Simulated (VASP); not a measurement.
**GaGe under changes of volume**

One of the cells (24.821 Å³/atom); the others are scaled copies at fixed shape and fractional positions:

```
Ge Ga
1.0
     0.00000    2.91704    2.91704
     2.91704    0.00000    2.91704
     2.91704    2.91704    0.00000
Ge Ga
1 1
Direct
  0.00000 0.00000 0.00000
  0.25000 0.25000 0.25000
```

The cell comes from a database or a generator and needn't be the stable form of this composition.

* Program: VASP 6.6.1
* Functional: PBEsol
* Potentials or basis: VASP PAW PBE potentials, release 64 (Ge_d, Ga_d)
* Cutoff: 520 eV
* k mesh: 8 × 8 × 8
* Occupations: fermi-dirac, width 0.05 eV
* Spin: no spin polarisation

| volume (Å³/atom) | energy over the lowest point (meV/atom) | pressure (GPa) |
| --- | --- | --- |
| 22.875 | ? | ? |
| 23.361 | 0.00 | -0.4 |
| 23.848 | 2.76 | -1.5 |
| 24.821 | 17.21 | -3.3 |
| 25.308 | 28.20 | -4.0 |
| 25.795 | 41.32 | -4.7 |

**Question.** What does the run at 22.875 Å³/atom give?

**Answer.** Energy over the lowest point 0.71 meV/atom; pressure 0.8 GPa.

Worked out: A Birch-Murnaghan fit of order 3 (a polynomial in V^(-2/3)) to the other rows has its minimum at 23.22 Å³/atom, just outside them, with B0 = V·E''(V) = 57 GPa and B' = 5.0. It gives 0.75 meV/atom at 22.875 Å³/atom, against the run's 0.71, and -dE/dV = 0.9 GPa, against 0.8.

Energies are extrapolated to zero smearing.

Caveats: the PAW data sets were made with another functional, which shifts forces and pressure a little.
